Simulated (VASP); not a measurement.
PtF2, 3 atoms in the cell. It takes space group R-3m (No. 166, trigonal). The conventional cell has a = 3.130 Å, b = 3.130 Å, c = 14.193 Å, α = 90.00°, β = 90.00°, γ = 120.00°. Around Pt (site symmetry -3m) lie 6 F at 2.14 Å. Around F (site symmetry 3m) lie 3 Pt at 2.14 Å. The cell was built by a generator and needn't be a form met in nature.

```yaml
Program: VASP 6.6.1
Task: single point
Functional: PBE
Potentials_or_basis: VASP PAW PBE potentials, release 64 (Pt, F)
Cutoff: 520 eV
k_mesh: 7 × 7 × 7
Occupations: gaussian, width 0.05 eV
Spin: collinear spin, ferromagnetic start
Starting_moments: "[0.5, 0.0, 0.0] μB"
Hubbard_terms: Pt d U = 6 eV
Further_INCAR_settings: ALGO = Normal; EDIFF = 1e-07
```

Potentials or basis: VASP PAW PBE potentials, release 64 (Pt, F).

Launch:

```bash
$ cat potpaw_PBE.64/Pt/POTCAR potpaw_PBE.64/F/POTCAR > POTCAR
$ mpirun -np 1 vasp_std > vasp.out
```

Hardware: 1 thread of AMD EPYC 7R43 64-Core Processor (Zen 3), on a shared host.

**Question.** How long does it take, and how much memory?

**Answer.** It took 3.2 min on 1 thread of AMD EPYC 7R43 64-Core Processor (Zen 3) (shared host), peak memory 0.28 GiB. Counts: scf iterations 19, k points 44.
